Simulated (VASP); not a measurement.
# TiIn2C2 (P-3m1) in VASP: reference runs

Aim: a first look at TiIn2C2 with PBE, on the cell as given.

Program: VASP 6.6.1. These are calculated values, not measurements. Logs are shortened: lines on timing, memory, paths and dates and some standing lists are left out, and cuts for length are marked.

## 1. The crystal as given

It takes space group P-3m1 (No. 164, trigonal). The conventional cell has a = 4.529 Å, b = 4.529 Å, c = 4.844 Å, α = 90.00°, β = 90.00°, γ = 120.00°. Ti (site symmetry -3m) has 6 C at 2.67 Å as nearest neighbours. Around In (site symmetry 3m) lie 1 C at 1.74 Å. C (site symmetry 3m) has 1 In at 1.74 Å as nearest neighbours.

The cell was built by a generator and needn't be a form met in nature.

## 2. Single point, PBE

INCAR

```
ALGO = Normal
EDIFF = 1E-7
ENCUT = 520
GGA = PE
ISIF = 2
ISMEAR = -1
LASPH = T
LCHARG = F
LREAL = F
LWAVE = F
NBANDS = 31
NELM = 80
PREC = Accurate
SIGMA = 0.05
```

KPOINTS

```
k-points
0
Gamma
  7 7 6
```

POSCAR

```
TiIn2C2
1.0
    4.5289981500      0.0000000000      0.0000000000
   -2.2644990800      3.9222274500      0.0000000000
    0.0000000000      0.0000000000      4.8442518500
Ti In C
1 2 2
Direct
    0.0000000000      0.0000000000      0.0000000000
    0.3333333300      0.6666666700      0.4656000100
    0.6666666700      0.3333333300      0.5343999900
    0.3333333300      0.6666666700      0.1067000000
    0.6666666700      0.3333333300      0.8933000000
```

Potentials or basis: VASP PAW PBE potentials, release 64 (Ti_sv, In_d, C).

Launch:

```
cat potpaw_PBE.64/Ti_sv/POTCAR potpaw_PBE.64/In_d/POTCAR potpaw_PBE.64/C/POTCAR > POTCAR
mpirun -np 1 vasp_std > vasp.out
```

OUTCAR:

```text
EDIFF = 1E-7
   ENCUT = 520
   GGA = PE
   ISIF = 2
   ISMEAR = -1
   LASPH = T
   LREAL = F
   NELM = 80
   PREC = Accurate

 ion  position               nearest neighbor table
   1  0.000  0.000  0.000-   2 3.45   3 3.45   3 3.45   2 3.45   3 3.45   2 3.45
   2  0.333  0.667  0.466-   4 1.74   3 2.64   3 2.64   3 2.64   1 3.45   1 3.45   1 3.45
   3  0.667  0.333  0.534-   5 1.74   2 2.64   2 2.64   2 2.64   1 3.45   1 3.45   1 3.45
   4  0.333  0.667  0.107-   2 1.74
   5  0.667  0.333  0.893-   3 1.74

  LATTYP: Found a hexagonal cell.
 ALAT       =     4.5289981500
 C/A-ratio  =     1.0696078226

  Lattice vectors:

 A1 = (   4.5289981500,   0.0000000000,   0.0000000000)
 A2 = (  -2.2644990800,   3.9222274500,   0.0000000000)
 A3 = (   0.0000000000,   0.0000000000,   4.8442518500)

Analysis of symmetry for initial positions (statically):
=====================================================================
 Subroutine PRICEL returns:
 Original cell was already a primitive cell.

 Routine SETGRP: Setting up the symmetry group for a
 hexagonal supercell.

 Subroutine GETGRP returns: Found 12 space group operations
 (whereof 12 operations were pure point group operations)
 out of a pool of 24 trial point group operations.

The static configuration has the point symmetry D_3d.

Analysis of symmetry for dynamics (positions and initial velocities):
=====================================================================
 Subroutine PRICEL returns:
 Original cell was already a primitive cell.

 Routine SETGRP: Setting up the symmetry group for a
 hexagonal supercell.

 Subroutine GETGRP returns: Found 12 space group operations
 (whereof 12 operations were pure point group operations)
 out of a pool of 24 trial point group operations.

The dynamic configuration has the point symmetry D_3d.

 Subroutine INISYM returns: Found 12 space group operations
 (whereof 12 operations are pure point group operations),
 and found     1 'primitive' translations

----------------------------------------------------------------------------------------

                                     Primitive cell

  volume of cell :      86.0521

  direct lattice vectors                    reciprocal lattice vectors
     4.528998150  0.000000000  0.000000000     0.220799384  0.127478584  0.000000000
    -2.264499080  3.922227450  0.000000000     0.000000000  0.254957167  0.000000000
     0.000000000  0.000000000  4.844251850     0.000000000  0.000000000  0.206430225

  length of vectors
     4.528998150  4.528998151  4.844251850     0.254957167  0.254957167  0.206430225

  position of ions in fractional coordinates (direct lattice)
     0.000000000  0.000000000  0.000000000
     0.333333330  0.666666670  0.465600010
     0.666666670  0.333333330  0.534399990
     0.333333330  0.666666670  0.106700000
     0.666666670  0.333333330  0.893300000

  ion indices of the primitive-cell ions
   primitive index   ion index
                 1           1
                 2           2
                 3           3
                 4           4
                 5           5

----------------------------------------------------------------------------------------

 KPOINTS: k-points

Automatic generation of k-mesh.
 Grid dimensions read from file:
 generate k-points for:    7    7    6

 Generating k-lattice:

  Cartesian coordinates                     Fractional coordinates (reciprocal lattice)
     0.031542769  0.018211226  0.000000000     0.142857143  0.000000000  0.000000000
     0.000000000  0.036422452  0.000000000     0.000000000  0.142857143  0.000000000
     0.000000000  0.000000000  0.034405038     0.000000000  0.000000000  0.166666667

  Length of vectors
     0.036422452  0.036422452  0.034405038

  Shift w.r.t. Gamma in fractional coordinates (k-lattice)
     0.000000000  0.000000000  0.000000000

 Subroutine IBZKPT returns following result:
 ===========================================

 Found     40 irreducible k-points:

 Following reciprocal coordinates:
            Coordinates               Weight
  0.000000  0.000000  0.000000      1.000000
  0.142857  0.000000  0.000000      6.000000
  0.285714  0.000000  0.000000      6.000000
  0.428571  0.000000  0.000000      6.000000
  0.142857  0.142857  0.000000      6.000000
  0.285714  0.142857  0.000000     12.000000
[... 16 lines left out ...]
  0.000000  0.142857  0.333333      6.000000
  0.285714  0.000000  0.333333      6.000000
 [... further k-points ...]
   k-points           NKPTS =     40   k-points in BZ     NKDIM =     40   number of bands    NBANDS=     31
   number of dos      NEDOS =    301   number of ions     NIONS =      5
   total plane-waves  NPLWV =  46656
   dimension x,y,z NGX =    36 NGY =   36 NGZ =   36
   dimension x,y,z NGXF=    72 NGYF=   72 NGZF=   72
   ions per type =               1   2   2
   NGX,Y,Z   is equivalent  to a cutoff of  13.21, 13.21, 12.35 a.u.
   NGXF,Y,Z  is equivalent  to a cutoff of  26.43, 26.43, 24.71 a.u.
 SYSTEM =  unknown system
   PREC   = accura    normal or accurate (medium, high low for compatibility)
   ISTART =      0    job   : 0-new  1-cont  2-samecut
   ICHARG =      2    charge: 1-file 2-atom 10-const
   ISPIN  =      1    spin polarized calculation?
   LNONCOLLINEAR =      F non collinear calculations
   LSORBIT =      F    spin-orbit coupling
   LASPH  =      T    aspherical Exc in radial PAW
   ENCUT  =  520.0 eV  38.22 Ry    6.18 a.u.   8.42  8.42  9.01*2*pi/ulx,y,z
   NELM   =     80;   NELMIN=  2; NELMDL= -5     # of ELM steps
   EDIFF  = 0.1E-06   stopping-criterion for ELM
   LREAL  =      F    real-space projection
[... 7 lines left out ...]
   TEBEG  =    0.0;   TEEND  =   0.0 temperature during run
   PSTRESS=    0.0 pullay stress
   NELECT =      46.0000    total number of electrons
   NUPDOWN=      -1.0000    fix difference up-down
   EMIN   =  10.00;   EMAX   =-10.00  energy-range for DOS
   EFERMI =   0.00;   METHOD = LEGACY
   ISMEAR =    -1;   SIGMA  =   0.05  broadening in eV -4-tet -1-fermi 0-gaus
   EFERMI_NEDOS =   21; number of points for ismear=-14 and -15
   IALGO  =     38    algorithm
   IMIX   =      4    mixing-type and parameters
     AMIX     =   0.40;   BMIX     =  1.00
     AMIX_MAG =   1.60;   BMIX_MAG =  1.00
  volume/ion in A,a.u.               =      17.21       116.14
  Fermi-wavevector in a.u.,A,eV,Ry     =   1.328639  2.510763 24.018103  1.765281
  Thomas-Fermi vector in A             =   2.457861
   LORBIT       =      0    0 simple, 1 ext, 2 COOP (PROOUT), +10 PAW based schemes
   GGA     = PE    functional components
   LHFCALC =     F    Hartree Fock is set to
   AEXX    =    0.0000 exact exchange contribution
   IVDW    =     0    specifies the selected vdW correction
   LEPSILON=     F    determine dielectric tensor
   LRPA    =     F    only Hartree local field effects (RPA)
 non-spin polarized calculation
  energy-cutoff  :      520.00
  volume of cell :       86.05
 maximum number of plane-waves:      2358
 NGX is ok and might be reduce to    36
   NGX = 17   NGY = 17   NGZ = 19

 number of electron      45.9999991 magnetization

 Free energy of the ion-electron system (eV)
  ---------------------------------------------------
  ext. energy  EPLUGINS =         0.00000000
  ---------------------------------------------------
  free energy    TOTEN  =       -18.29005899 eV

  energy without entropy =      -18.25216711  energy(sigma->0) =      -18.27111305

 E-fermi :   7.2809     XC(G=0): -10.6859

 val. band max:        7.2598037038   @ k =   0.2857   0.0000   0.5000
 cond. band min:       7.2938137393   @ k =   0.2857   0.2857   0.1667
 fundamental gap:      0.0340100355
 Fermi energy:         7.2809464256

 k-point     1 :       0.0000    0.0000    0.0000
  band No.  band energies     occupation
      1     -50.6662      2.00000
      2     -27.0218      2.00000
      3     -26.7977      2.00000
      4     -26.7977      2.00000
      5      -9.3841      2.00000
      6      -8.9021      2.00000
[... 23 lines left out ...]
     30      11.0756      0.00000
     31      11.0756      0.00000

 k-point     2 :       0.1429    0.0000    0.0000
  band No.  band energies     occupation
      1     -50.6661      2.00000
      2     -27.0217      2.00000
      3     -26.7985      2.00000
      4     -26.7979      2.00000
      5      -9.3663      2.00000
      6      -8.9333      2.00000
[... 23 lines left out ...]
     30      10.6307      0.00000
     31      11.1743      0.00000

 k-point     3 :       0.2857    0.0000    0.0000
  band No.  band energies     occupation
      1     -50.6661      2.00000
      2     -27.0215      2.00000
      3     -26.8004      2.00000
      4     -26.7983      2.00000
      5      -9.3175      2.00000
      6      -9.0107      2.00000
[... 23 lines left out ...]
     30      10.1606      0.00000
     31      11.1452      0.00000

 k-point     4 :       0.4286    0.0000    0.0000
  band No.  band energies     occupation
      1     -50.6660      2.00000
      2     -27.0214      2.00000
      3     -26.8020      2.00000
      4     -26.7987      2.00000
      5      -9.2562      2.00000
      6      -9.0933      2.00000
[... 23 lines left out ...]
     30      10.1485      0.00000
     31      11.0516      0.00000

 k-point     5 :       0.1429    0.1429    0.0000
  band No.  band energies     occupation
      1     -50.6661      2.00000
      2     -27.0216      2.00000
      3     -26.7998      2.00000
      4     -26.7983      2.00000
      5      -9.3328      2.00000
      6      -8.9869      2.00000
[... 23 lines left out ...]
     30      10.2122      0.00000
     31      11.7672      0.00000
[... 542 lines left out ...]
     30      10.3759      0.00000
     31      10.3759      0.00000

 k-point    22 :       0.1429    0.0000    0.3333
  band No.  band energies     occupation
      1     -50.6661      2.00000
      2     -27.0224      2.00000
      3     -26.7985      2.00000
      4     -26.7978      2.00000
      5      -9.2971      2.00000
      6      -8.9425      2.00000
[... 23 lines left out ...]
     30      10.2527      0.00000
     31      10.9111      0.00000

 k-point    23 :       0.0000    0.1429    0.3333
  band No.  band energies     occupation
      1     -50.6661      2.00000
      2     -27.0224      2.00000
      3     -26.7985      2.00000
      4     -26.7978      2.00000
      5      -9.2971      2.00000
      6      -8.9425      2.00000
[... 23 lines left out ...]
     30      10.4869      0.00000
     31      10.7534      0.00000

 k-point    24 :       0.2857    0.0000    0.3333
  band No.  band energies     occupation
      1     -50.6661      2.00000
      2     -27.0222      2.00000
      3     -26.8004      2.00000
      4     -26.7983      2.00000
      5      -9.2588      2.00000
      6      -9.0056      2.00000
[... 23 lines left out ...]
     30      10.6676      0.00000
     31      10.8672      0.00000

 [... further k-points ...]
[... 5 lines left out ...]
  --------------------------------------------------------------------------------------
  -------------------------------------------------------------------------------------
  Total       -1.1232584     -1.1232584     35.7118675      0.0000000      0.0000000      0.0000000
  in kB      -20.9135916    -20.9135915    664.9079295      0.0000000      0.0000000      0.0000000
  external PRESSURE =     207.6935821 kB  Pullay stress =       0.0000000 kB

 VOLUME and BASIS-vectors are now :
 -----------------------------------------------------------------------------
  energy-cutoff  :      520.00
  volume of cell :       86.05
      direct lattice vectors                 reciprocal lattice vectors
     4.528998150  0.000000000  0.000000000     0.220799384  0.127478584  0.000000000
    -2.264499080  3.922227450  0.000000000     0.000000000  0.254957167  0.000000000
     0.000000000  0.000000000  4.844251850     0.000000000  0.000000000  0.206430225

 POSITION                                       TOTAL-FORCE (eV/Angst)
 -----------------------------------------------------------------------------------
      0.00000      0.00000      0.00000         0.000000      0.000000      0.000000
     -0.00000      2.61482      2.25548        -0.000000      0.000000     10.083707
      2.26450      1.30741      2.58877         0.000000     -0.000000    -10.083707
     -0.00000      2.61482      0.51688         0.000000      0.000000    -11.804183
      2.26450      1.30741      4.32737        -0.000000     -0.000000     11.804183
 -----------------------------------------------------------------------------------
    total drift:                                0.000000     -0.000000     -0.000000

  FREE ENERGIE OF THE ION-ELECTRON SYSTEM (eV)
  ---------------------------------------------------
  free  energy   TOTEN  =       -18.2900589881 eV

  energy  without entropy=      -18.2521671109  energy(sigma->0) =      -18.27111305
```

Run time: 90 s. Hardware: 1 thread of AMD EPYC 9R45 (Zen 5), shared host; peak memory 0.24 GiB.

What came out:

```
Free energy            : -18.2901 eV
Pressure               : 20.8 GPa
Largest force          : 11.804 eV/Å
Band gap on the k mesh : none (metal or under the smearing width)
```

Forces in eV/Å, atoms in the order of the input:
```
Ti    0.000   0.000   0.000
In    0.000   0.000  10.084
In    0.000   0.000 -10.084
C     0.000   0.000 -11.804
C     0.000   0.000  11.804
```

Stress tensor (GPa, compression positive):
```
-2.09  0.00  0.00
 0.00 -2.09  0.00
 0.00  0.00 66.49
```

Levels at points of the mesh, in eV from the Fermi level:
```
           k point  band 19  band 20  band 21  band 22  band 23  band 24  band 25  band 26  band 27  band 28
(0.00, 0.00, 0.00)    -3.39    -2.28    -1.05    -0.38    -0.38     0.33     0.33     0.58     1.72     1.72
(0.00, 0.00, 0.50)    -2.68    -2.21    -1.15    -1.15     0.04     0.04     0.13     1.94     2.52     2.52
```

Caveat: so large a pressure means that the cell lies far from this level's equilibrium, or that cutoff or potentials fall short; forces of over 1 eV/Å show positions far from the minimum, so gaps and moduli don't describe the material at rest.
